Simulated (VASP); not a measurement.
Here is the system:

```xyz
2
Lattice="0.0000 2.6786 2.6786 2.6786 0.0000 2.6786 2.6786 2.6786 0.0000" Properties=species:S:1:pos:R:3 pbc="T T T"
Ca     0.0000     0.0000     0.0000
S      1.3393     1.3393     1.3393
```

Level of theory: PBEsol GGA, VASP's PBE PAW potentials (set 64) (plane waves; VASP). Run with 500 eV cut-off, 9×9×9 Γ-centred mesh, Gaussian smearing of 0.050 eV, potentials Ca_sv S.

Question: Predict the energy per atom (σ→0), pressure.

Answer: 
```
Property                        Value
---------------------  --------------
energy per atom (σ→0)  -4.046 eV/atom
pressure                    45.00 GPa
```

The absolute energy has meaning only against runs of the same code, potentials and settings.

The structure was generated: CaS was put into the zinc blende type (F-43m), which need not be its known phase. It was relaxed first under an external pressure of 45 GPa.
